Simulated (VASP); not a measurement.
Given:

```xyz
3
Lattice="0.0000 3.0825 3.0825 3.0825 0.0000 3.0825 3.0825 3.0825 0.0000" Properties=species:S:1:pos:R:3 pbc="T T T"
Os     0.0000     0.0000     0.0000
Ge     1.5413     1.5413     1.5413
Ge     4.6238     4.6238     4.6238
```

Method: PBE GGA with D3 dispersion (zero damping), VASP's PBE PAW potentials (set 64) (plane waves; VASP). Numerical set-up: 400 eV cut-off, 8×8×8 Γ-centred mesh, first-order Methfessel-Paxton smearing of 0.10 eV, potentials Os Ge_d.

**Question.** Give the stress tensor in GPa (positive for a compressed cell).

**Answer.** 
```
-13.75    0.00    0.00
  0.00  -13.75    0.00
  0.00    0.00  -13.75
```
The pressure is its mean diagonal, -13.75 GPa.

The structure was generated: Ge2Os was put into the fluorite type (Fm-3m), which need not be its known phase. The cell was not relaxed at this level. The run is one of a series of settings (IVDW = 11 against the base run), some of them coarse on purpose.
